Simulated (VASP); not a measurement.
Set up this calculation in VASP 6.6.1, as the native input.

* Task: single point
* Functional: RPBE
* Potentials or basis: VASP PAW PBE potentials, release 64 (Rb_sv, Ba_sv)
* Cutoff: 520 eV
* k mesh: 2 × 2 × 2
* Occupations: gaussian, width 0.1 eV
* Spin: no spin polarisation
* Dipole correction: no
* Further INCAR settings: ALGO = Fast; EDIFF = 1e-06; NBANDS = 26

The structure of Rb3Ba lies in POSCAR:

```
Rb3Ba
1.0
    0.0000000000      5.5144300000      5.5144300000
    5.5144300000      0.0000000000      5.5144300000
    5.5144300000      5.5144300000      0.0000000000
Rb Ba
3 1
Direct
    0.2500000000      0.2500000000      0.2500000000
    0.7500000000      0.7500000000      0.7500000000
    0.5000000000      0.5000000000      0.5000000000
    0.0000000000      0.0000000000      0.0000000000
```

The cell comes from a database or a generator and needn't be the stable form of this composition.

The input as run:

INCAR

```
PREC     = Accurate       # precision mode
ENCUT    = 520            # plane-wave cutoff, eV
EDIFF    = 1E-6           # SCF threshold, eV
ISMEAR   = 0              # smearing method
SIGMA    = 0.1            # smearing width, eV
LREAL    = False          # projectors in reciprocal space
LASPH    = True           # aspherical terms in the spheres
NELM     = 100            # most SCF steps
ALGO     = Fast           # electronic algorithm
ISIF     = 2              # what is computed and relaxed
LWAVE    = False          # write WAVECAR
LCHARG   = True           # write CHGCAR
GGA      = RP             # functional
LELF     = True           # ELF
LVHAR    = True         
NBANDS   = 26             # bands
```

KPOINTS

```
Automatic mesh
0
Gamma
  2 2 2
```

Potentials or basis: VASP PAW PBE potentials, release 64 (Rb_sv, Ba_sv).

Command:

```sh
$ cat potpaw_PBE.64/Rb_sv/POTCAR potpaw_PBE.64/Ba_sv/POTCAR > POTCAR
$ mpirun -np 1 vasp_std > vasp.out
```

It gave:

```
Pressure               : 0.2 GPa
Band gap on the k mesh : none (metal or under the smearing width)
```

Caveat: the k mesh is coarse (spacing up to 0.49 Å⁻¹), so the values aren't converged; the PAW data sets were made with another functional, which shifts forces and pressure a little.

Run time: 61 s on 1 thread of Intel(R) Xeon(R) 6975P-C (Granite Rapids), with other jobs on the host, peak memory 0.46 GiB.
